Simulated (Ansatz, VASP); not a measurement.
# Sn2SO in two plane-wave programs, part 2 of 2

Aim: how closely do two programs agree when they are given the same cell, functional and k mesh? The cell is taken from a series of runs on this material, whose earlier steps may have relaxed, scaled, displaced or heated it; both programs get it as it stands.

VASP 6.6.1 and Ansatz 0.2.0.

So far: The structure; Ansatz: dielectric response, PBE.

The structure was built from a prototype and need not be the compound's stable phase.

**3. VASP: dielectric response, PBE**

Level of this step: PBE; plane waves and PAW (Sn_d, S, O) (VASP).

The same cell, functional and mesh now go to VASP, with its own data sets.

Lines of VASP's logs that name or quote its potential files are left out, and so is its time.

INCAR reads:

```
SYSTEM = Sn2SO
PREC = Accurate
ENCUT = 520
EDIFF = 1E-08
NELM = 120
ISMEAR = 0
SIGMA = 0.01
LREAL = .FALSE.
ALGO = Normal
GGA = PE
NBANDS = 26
LORBIT = 11
LWAVE = .FALSE.
LCHARG = .FALSE.
ISIF = 2
LEPSILON = .TRUE.
LASPH = .TRUE.
GGA_COMPAT = .FALSE.
EFERMI = MIDGAP
KPAR = 2
```

POSCAR reads:

```
Sn2SO
1.0
    4.6262328853      0.0014121613     -0.1770696163
    0.0021332411      3.6710098290      0.1147507698
   -0.3274182925      1.6846518557      5.6994863623
Sn S O
2 1 1
Direct
    0.8030792672      0.6326608605      0.7309126766
    0.3904315104      0.3839654739      0.2362556381
    0.1848836120      0.1660287909      0.6655342746
    0.6216056104      0.8173448747      0.3672974108
```

KPOINTS reads:

```
Automatic mesh
0
Gamma
5 7 4
0 0 0
```

Potentials, in the order of the species: Sn_d, S and O (PBE family, release 64).

Started as:

```
$ mpirun -np 2 vasp_std
```

Numbers of over 12 decimals in the logs are rounded to 6 here.

Output:

```text
[banner, memory and clock lines left out]
running    2 mpi-ranks, on    1 nodes
 distrk:  each k-point on    1 cores,    2 groups
 distr:  one band on    1 cores,    1 groups

 POSCAR found type information on POSCAR SnS O
 POSCAR found :  3 types and       4 ions
 LDA part: xc-table for (Slater+PW92), standard interpolation
 POSCAR, INCAR and KPOINTS ok, starting setup
 FFT: planning ... GRIDC
 FFT: planning ... GRID_SOFT
 FFT: planning ... GRID
 WAVECAR not read
 entering main loop
       N       E                     dE             d eps       ncg     rms          rms(c)
DAV:   1     0.396731311254E+03    0.39673E+03   -0.20205E+04  3708   0.209E+03
DAV:   2     0.396829741629E+02   -0.35705E+03   -0.34861E+03  3804   0.505E+02
DAV:   3    -0.193356863033E+02   -0.59019E+02   -0.58120E+02  4592   0.183E+02
DAV:   4    -0.222653088437E+02   -0.29296E+01   -0.29173E+01  4238   0.437E+01
DAV:   5    -0.223435453822E+02   -0.78237E-01   -0.78159E-01  4396   0.762E+00    0.105E+01
DAV:   6    -0.199268024823E+02    0.24167E+01   -0.11435E+01  5482   0.358E+01    0.555E+00
DAV:   7    -0.198326917096E+02    0.94111E-01   -0.21569E+00  4046   0.909E+00    0.342E+00
DAV:   8    -0.198449081885E+02   -0.12216E-01   -0.55580E-01  3922   0.430E+00    0.149E+00
DAV:   9    -0.198320813809E+02    0.12827E-01   -0.10917E-01  6160   0.275E+00    0.460E-01
DAV:  10    -0.198326881027E+02   -0.60672E-03   -0.23581E-02  4040   0.113E+00    0.130E-01
DAV:  11    -0.198330192629E+02   -0.33116E-03   -0.23274E-03  4324   0.294E-01    0.767E-02
DAV:  12    -0.198331595792E+02   -0.14032E-03   -0.37692E-04  4532   0.113E-01    0.196E-02
DAV:  13    -0.198331640106E+02   -0.44314E-05   -0.28880E-05  5190   0.495E-02    0.138E-02
DAV:  14    -0.198331672006E+02   -0.31900E-05   -0.88928E-06  4184   0.188E-02    0.909E-03
DAV:  15    -0.198331665154E+02    0.68524E-06   -0.27051E-06  5622   0.139E-02    0.124E-03
DAV:  16    -0.198331665706E+02   -0.55248E-07   -0.57971E-07  3990   0.436E-03    0.107E-03
DAV:  17    -0.198331665535E+02    0.17129E-07   -0.80454E-08  3430   0.177E-03    0.378E-04
DAV:  18    -0.198331665542E+02   -0.71577E-09   -0.59750E-09  2842   0.694E-04
   1 F= -.19833167E+02 E0= -.19833167E+02  d E =0.000000E+00
 Linear response reoptimize wavefunctions to high precision
DAV:   1    -0.198331665632E+02   -0.90067E-08   -0.10516E-09  2280   0.365E-04
DAV:   2    -0.198331665632E+02   -0.54570E-11   -0.31542E-10  1914   0.172E-04
 Linear response G [H, r] |phi>, progress :
  Direction:   1
       N       E                     dE             d eps       ncg     rms
 LRF_COMMUTATOR internal error: the vector H(1)-e(1) S(1) |phi(0)> is not orthog
 onal to |phi(0)> (-1.247264532526215E-004,-4.940492459581947E-014)
 LRF_COMMUTATOR internal error: the vector H(1)-e(1) S(1) |phi(0)> is not orthog
 onal to |phi(0)> (-1.371744540814568E-004,-1.440167429755945E-014)
 LRF_COMMUTATOR internal error: the vector H(1)-e(1) S(1) |phi(0)> is not orthog
 onal to |phi(0)> (-1.181497289696881E-004,1.927277781810233E-015)
 LRF_COMMUTATOR internal error: the vector H(1)-e(1) S(1) |phi(0)> is not orthog
 onal to |phi(0)> (-1.104537439030624E-004,7.540842950071180E-015)
 LRF_COMMUTATOR internal error: the vector H(1)-e(1) S(1) |phi(0)> is not orthog
 onal to |phi(0)> (-1.164780011678399E-004,-1.080559253185953E-014)
 LRF_COMMUTATOR internal error: the vector H(1)-e(1) S(1) |phi(0)> is not orthog
 onal to |phi(0)> (-1.002051287843364E-004,-2.666269982576353E-015)
 LRF_COMMUTATOR internal error: the vector H(1)-e(1) S(1) |phi(0)> is not orthog
 onal to |phi(0)> (1.124077977298216E-004,5.249273238305818E-015)
 LRF_COMMUTATOR internal error: the vector H(1)-e(1) S(1) |phi(0)> is not orthog
 onal to |phi(0)> (-1.159882517014488E-004,-7.299716386910404E-015)
 LRF_COMMUTATOR internal error: the vector H(1)-e(1) S(1) |phi(0)> is not orthog
 onal to |phi(0)> (-1.027708673561056E-004,5.023759186428833E-015)
 LRF_COMMUTATOR internal error: the vector H(1)-e(1) S(1) |phi(0)> is not orthog
 onal to |phi(0)> (1.109240921410987E-004,1.077089806234000E-014)
 LRF_COMMUTATOR internal error: the vector H(1)-e(1) S(1) |phi(0)> is not orthog
 onal to |phi(0)> (-1.274023627451520E-004,-1.683028716392698E-014)
 LRF_COMMUTATOR internal error: the vector H(1)-e(1) S(1) |phi(0)> is not orthog
 onal to |phi(0)> (-1.059387161305714E-004,7.682396385710888E-014)
 LRF_COMMUTATOR internal error: the vector H(1)-e(1) S(1) |phi(0)> is not orthog
 onal to |phi(0)> (1.175657441115918E-004,5.766220834146907E-015)
 LRF_COMMUTATOR internal error: the vector H(1)-e(1) S(1) |phi(0)> is not orthog
 onal to |phi(0)> (-1.293269940617625E-004,-1.909930547050465E-014)
RMM:   1    -0.684543881771E+02   -0.68454E+02    0.14348E+03  3993   0.358E+02
 LRF_COMMUTATOR internal error: the vector H(1)-e(1) S(1) |phi(0)> is not orthog
 onal to |phi(0)> (-1.371744540814568E-004,-1.440167429755945E-014)
 LRF_COMMUTATOR internal error: the vector H(1)-e(1) S(1) |phi(0)> is not orthog
[...]
RMM:   6    -0.122793070186E+03    0.10677E-02   -0.14004E-02  8041   0.385E-01
RMM:   7    -0.122792979683E+03    0.90503E-04   -0.19145E-03  8141   0.120E-01
RMM:   8    -0.122792970941E+03    0.87419E-05   -0.21656E-04  8111   0.382E-02
RMM:   9    -0.122792972768E+03   -0.18268E-05    0.78788E-05  8248   0.138E-02
[...]
Direction:   3
       N       E                     dE             d eps       ncg     rms          rms(c)
RMM:   1    -0.271630027907E+00   -0.27163E+00    0.76786E+00  4196   0.117E+01
RMM:   2    -0.243004391991E+01   -0.21584E+01   -0.48343E-01  6969   0.259E+00
RMM:   3    -0.243922901447E+01   -0.91851E-02   -0.22023E-02  7195   0.653E-01
RMM:   4    -0.243968719414E+01   -0.45818E-03   -0.30284E-03  7214   0.231E-01
RMM:   5    -0.243976902262E+01   -0.81828E-04   -0.71062E-04  7366   0.871E-02
RMM:   6    -0.243978931819E+01   -0.20296E-04   -0.12767E-04  7323   0.342E-02
RMM:   7    -0.243979300302E+01   -0.36848E-05   -0.30294E-05  7442   0.134E-02
RMM:   8    -0.243979395078E+01   -0.94776E-06   -0.59187E-06  7369   0.530E-03
RMM:   9    -0.243979404314E+01   -0.92358E-07   -0.56115E-07  7227   0.172E-03
RMM:  10    -0.243979407681E+01   -0.33666E-07    0.42303E-08  5224   0.604E-04
RMM:  11    -0.243979407817E+01   -0.13584E-08    0.13615E-07  3995   0.209E-04
RMM:  12    -0.243979408122E+01   -0.30578E-08    0.24974E-08  3174   0.111E-04
 change of polarisation eV/A/(eV/A) component  3 :    -0.843     0.006     4.880
 dielectric tensor                  component  3 :    -1.594     0.011    10.228
 Linear response to external field, progress :
  Direction:   1
       N       E                     dE             d eps       ncg     rms          rms(c)
RMM:   1    -0.257487146032E+00   -0.25749E+00    0.82931E+00  4169   0.116E+01
RMM:   2    -0.262339162950E+01   -0.23659E+01   -0.47065E-01  7010   0.261E+00    0.272E+00
RMM:   3    -0.244808284399E+01    0.17531E+00   -0.22735E-01  6911   0.254E+00    0.139E+00
RMM:   4    -0.248595354113E+01   -0.37871E-01   -0.93218E-02  6853   0.186E+00    0.687E-01
RMM:   5    -0.253438768377E+01   -0.48434E-01   -0.21549E-02  7109   0.879E-01    0.334E-01
RMM:   6    -0.256688391469E+01   -0.32496E-01   -0.33293E-03  7106   0.322E-01    0.121E-01
RMM:   7    -0.258079664994E+01   -0.13913E-01   -0.79549E-04  6854   0.126E-01    0.382E-02
RMM:   8    -0.258449312869E+01   -0.36965E-02   -0.16116E-04  7088   0.624E-02    0.171E-02
RMM:   9    -0.258485901506E+01   -0.36589E-03    0.16567E-05  7331   0.188E-02    0.838E-03
RMM:  10    -0.258502547583E+01   -0.16646E-03   -0.18182E-06  7061   0.834E-03    0.135E-03
RMM:  11    -0.258511684047E+01   -0.91365E-04   -0.16441E-06  7470   0.309E-03    0.519E-04
RMM:  12    -0.258512116458E+01   -0.43241E-05   -0.21421E-06  6841   0.144E-03    0.176E-04
RMM:  13    -0.258511332980E+01    0.78348E-05   -0.61905E-07  7649   0.543E-04    0.666E-05
RMM:  14    -0.258511126557E+01    0.20642E-05    0.45141E-07  6648   0.228E-04    0.300E-05
RMM:  15    -0.258511072186E+01    0.54371E-06   -0.37448E-07  5156   0.102E-04    0.895E-06
 change of polarisation eV/A/(eV/A) component  1 :     4.769     0.019    -0.772
 dielectric tensor                  component  1 :    10.019     0.035    -1.460
 Linear response to external field, progress :
  Direction:   2
       N       E                     dE             d eps       ncg     rms          rms(c)
RMM:   1    -0.323159397936E+00   -0.32316E+00    0.70005E+00  4191   0.113E+01
RMM:   2    -0.224261833946E+01   -0.19195E+01   -0.41180E-01  6934   0.263E+00    0.259E+00
RMM:   3    -0.215971044085E+01    0.82908E-01   -0.78637E-02  6623   0.184E+00    0.141E+00
RMM:   4    -0.226025788809E+01   -0.10055E+00   -0.10796E-01  6846   0.208E+00    0.330E-01
RMM:   5    -0.229109045639E+01   -0.30833E-01   -0.50353E-03  6506   0.670E-01    0.731E-02
RMM:   6    -0.230289020546E+01   -0.11800E-01   -0.11436E-03  6701   0.314E-01    0.316E-02
RMM:   7    -0.230290669857E+01   -0.16493E-04    0.21050E-04  6796   0.139E-01    0.183E-02
RMM:   8    -0.230455873108E+01   -0.16520E-02   -0.40166E-05  6835   0.760E-02    0.597E-03
RMM:   9    -0.230453550174E+01    0.23229E-04    0.38173E-05  7251   0.272E-02    0.354E-03
RMM:  10    -0.230465906951E+01   -0.12357E-03   -0.92775E-06  7226   0.136E-02    0.129E-03
RMM:  11    -0.230465945191E+01   -0.38240E-06    0.33096E-07  7210   0.399E-03    0.868E-04
RMM:  12    -0.230466730188E+01   -0.78500E-05   -0.27040E-06  6594   0.189E-03    0.261E-04
RMM:  13    -0.230466056533E+01    0.67366E-05   -0.93241E-07  7968   0.867E-04    0.605E-05
RMM:  14    -0.230466097060E+01   -0.40526E-06   -0.26097E-07  6969   0.292E-04    0.247E-05
RMM:  15    -0.230465976626E+01    0.12043E-05   -0.75593E-07  4996   0.118E-04    0.144E-05
RMM:  16    -0.230465996992E+01   -0.20366E-06   -0.71414E-07  2519   0.701E-05    0.344E-06
 change of polarisation eV/A/(eV/A) component  2 :     0.019     4.190     0.004
 dielectric tensor                  component  2 :     0.036     8.923     0.008
 Linear response to external field, progress :
  Direction:   3
       N       E                     dE             d eps       ncg     rms          rms(c)
RMM:   1    -0.271630027907E+00   -0.27163E+00    0.76786E+00  4196   0.117E+01
RMM:   2    -0.243004392921E+01   -0.21584E+01   -0.48343E-01  6969   0.259E+00    0.235E+00
RMM:   3    -0.233334517118E+01    0.96699E-01   -0.15636E-01  6971   0.180E+00    0.125E+00
RMM:   4    -0.237427424213E+01   -0.40929E-01   -0.12340E-01  6721   0.165E+00    0.525E-01
RMM:   5    -0.240988860860E+01   -0.35614E-01   -0.20290E-02  6908   0.844E-01    0.261E-01
RMM:   6    -0.244283676309E+01   -0.32948E-01   -0.41997E-03  6446   0.439E-01    0.544E-02
RMM:   7    -0.244610815268E+01   -0.32714E-02   -0.97173E-04  7262   0.170E-01    0.401E-02
RMM:   8    -0.244928550771E+01   -0.31774E-02   -0.45446E-04  6823   0.687E-02    0.998E-03
RMM:   9    -0.244978988685E+01   -0.50438E-03    0.10284E-04  7121   0.249E-02    0.818E-03
RMM:  10    -0.245002470326E+01   -0.23482E-03    0.11545E-07  6877   0.110E-02    0.221E-03
RMM:  11    -0.245007215001E+01   -0.47447E-04   -0.86803E-06  7594   0.416E-03    0.688E-04
RMM:  12    -0.245008006811E+01   -0.79181E-05   -0.92353E-07  6610   0.181E-03    0.217E-04
RMM:  13    -0.245007539604E+01    0.46721E-05   -0.30695E-06  7664   0.584E-04    0.121E-04
RMM:  14    -0.245007321101E+01    0.21850E-05   -0.93008E-07  6984   0.246E-04    0.296E-05
RMM:  15    -0.245007163529E+01    0.15757E-05    0.68900E-08  5746   0.110E-04    0.136E-05
RMM:  16    -0.245007119428E+01    0.44101E-06   -0.98324E-07  2999   0.741E-05    0.184E-06
 change of polarisation eV/A/(eV/A) component  3 :    -0.781     0.005     4.568
 dielectric tensor                  component  3 :    -1.477     0.010     9.638
 Born effective charges drift removed
```

OUTCAR, selected parts (step 3):

```text
ion  position               nearest neighbor table
   1  0.803  0.633  0.731-   4 2.14   3 2.60   3 2.60   2 3.59   2 3.72   2 3.72   2 3.75
   2  0.390  0.384  0.236-   4 2.22   4 2.22   3 2.69   1 3.59   1 3.72   1 3.72   1 3.75
   3  0.185  0.166  0.666-   1 2.60   1 2.60   2 2.69
   4  0.622  0.817  0.367-   1 2.14   2 2.22   2 2.22

  LATTYP: Found a triclinic cell.
 ALAT       =     5.9522600252
 B/A-ratio  =     0.6170435215
 C/A-ratio  =     0.7777920523
 COS(alpha) =     0.0003096944
 COS(beta)  =     0.0915036870
 COS(gamma) =     0.3127736583

 Subroutine GETGRP returns: Found  1 space group operations
 (whereof  1 operations were pure point group operations)

The static configuration has the point symmetry C_1 .

 Found     71 irreducible k-points:

   k-points           NKPTS =     71   k-points in BZ     NKDIM =     71   number of bands    NBANDS=     26

   dimension x,y,z NGX =    36 NGY =   28 NGZ =   48
   dimension x,y,z NGXF=    72 NGYF=   56 NGZF=   96

   ENCUT  =  520.0 eV  38.22 Ry    6.18 a.u.   8.61  6.83 11.07*2*pi/ulx,y,z

   NELECT =      40.0000    total number of electrons

 k-points in reciprocal lattice and weights: Automatic mesh
   0.00000000  0.00000000  0.00000000       0.007
   0.20000000 -0.00000000 -0.00000000       0.014
   0.40000000 -0.00000000  0.00000000       0.014
   0.00000000  0.14285714  0.00000000       0.014
   0.20000000  0.14285714  0.00000000       0.014
   0.40000000  0.14285714  0.00000000       0.014
  -0.40000000  0.14285714  0.00000000       0.014
  -0.20000000  0.14285714  0.00000000       0.014
   0.00000000  0.28571429  0.00000000       0.014
[...]
-0.40000000  0.42857143  0.50000000       0.014
  -0.20000000  0.42857143  0.50000000       0.014

 average (electrostatic) potential at core
       1-101.7854       2-101.9088       3 -86.2861       4 -70.3716

  Total        0.0294277     -0.0067024      0.0388887     -0.0009860     -0.0254563      0.0440030
  in kB        0.4927405     -0.1122254      0.6511554     -0.0165094     -0.4262417      0.7367898
  external PRESSURE =       0.3438902 kB  Pullay stress =       0.0000000 kB

  energy-cutoff  :      520.00
  volume of cell :       95.69
      direct lattice vectors                 reciprocal lattice vectors
     4.626232885  0.001412161 -0.177069616     0.216640981 -0.000519718  0.012598989
     0.002133241  3.671009829  0.114750770    -0.003201603  0.274952621 -0.081454306
    -0.327418292  1.684651856  5.699486362     0.006794985 -0.005551913  0.177485790

 POSITION                                       TOTAL-FORCE (eV/Angst)
 -----------------------------------------------------------------------------------
      3.47727      3.55497      4.09622         0.011537     -0.000527      0.045142
      1.72969      1.80810      1.32146        -0.032377     -0.004564     -0.039824
      0.63776      1.73095      3.77952         0.001816      0.006272      0.010078
      2.75718      3.62013      2.07713         0.019023     -0.001180     -0.015396
 -----------------------------------------------------------------------------------
    total drift:                                0.000444     -0.000141     -0.000155

 MACROSCOPIC STATIC DIELECTRIC TENSOR (including local field effects in DFT)
 ------------------------------------------------------
          10.018806     0.035704    -1.476930
           0.035389     8.923108     0.009964
          -1.460370     0.007826     9.637752
 ------------------------------------------------------

 PIEZOELECTRIC TENSOR (including local field effects)  for field in x, y, z        (C/m^2)
          XX          YY          ZZ          XY          YZ          ZX
  --------------------------------------------------------------------------------
  x    -0.32142    -0.99854     0.58379    -0.00393    -0.05660     0.27942
  y    -0.00081     0.01007    -0.01111    -1.03327    -0.01227    -0.04121
  z     0.02949    -0.22708     0.21405    -0.04271    -0.01212     0.18037

 BORN EFFECTIVE CHARGES (including local field effects) (in |e|, cummulative output)
 ---------------------------------------------------------------------------------
 ion    1
    1     3.93649    -0.02021     0.78217
    2     0.00215     2.90049     0.03409
    3    -0.08275     0.02481     1.90833
 ion    2
    1     1.76517     0.04505    -1.41796
    2     0.01323     3.22386    -0.02182
    3    -0.38093    -0.03086     4.12223
 ion    3
    1    -3.70695    -0.05412     1.71955
    2    -0.03761    -2.70117     0.00269
    3     1.34702    -0.00067    -2.88408
 ion    4
    1    -1.99471     0.02928    -1.08376
    2     0.02223    -3.42318    -0.01497
    3    -0.88334     0.00671    -3.14647
```

The dielectric response converges more slowly with the mesh than energies do, so tensor and charges may still move on a finer one.

**4. Differences**

Known differences besides the potentials themselves: fixed occupations in Ansatz, narrow Gaussian smearing in VASP; VASP's response is taken on the typed mesh, Ansatz refines its own for the field response alone; the cutoff is 420 eV in Ansatz and 520 eV in VASP; VASP's log repeats an internal error in its field response. Total energies have different zeros and are not compared.

Both answers:

```tsv
quantity	Ansatz	VASP	difference
ε∞ xx	10.08	10.02	+0.61 %
ε∞ yy	8.81	8.92	-1.23 %
ε∞ zz	9.45	9.64	-1.98 %
```

**5. Results**

```
difference in ε∞ zz (dielectric response, PBE) : -2.0 %
```

**Reading.** The difference in ε∞ zz is -2.0 % (dielectric response, PBE), within the 5 % picked in this series as the mark of a large difference. Such differences can come from data sets, numerical settings and the points named under the comparisons, not from the functional's error against experiment.

[Lines on the potential files, build, host, timing and source positions are cut from VASP's logs without a mark.]

[Logs are printed without paths, hosts, clocks, repeated set-up lines and the standing remarks that a program may print on its own settings, such as how far it seeks lower states.]

[Hosts, paths, dates, database ids (printed as entryN), source tags and the programs' standing remarks are cut or masked in the printed files.]
